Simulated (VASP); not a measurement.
Consider the following.

```xyz
2
Lattice="0.0000 3.2068 3.2068 3.2068 0.0000 3.2068 3.2068 3.2068 0.0000" Properties=species:S:1:pos:R:3 pbc="T T T"
K      0.0000     0.0000     0.0000
Br     3.2068     3.2068     3.2068
```

These are r2SCAN+rVV10, VASP's PBE PAW potentials (set 64) (plane waves; VASP 6.6.1) values and carry that method's errors. Settings: 520 eV cut-off, 7×7×7 Γ-centred mesh, Gaussian smearing of 0.050 eV, potentials K_sv Br.

Q: Give the stress tensor in GPa (positive for a compressed cell).

A: 
```
1.25  0.00  0.00
0.00  1.25  0.00
0.00  0.00  1.25
```
The pressure is its mean diagonal, 1.25 GPa.

The compound is KBr in the rock salt structure. This cell is one point of a volume scan, at 0.94 of the reference volume.
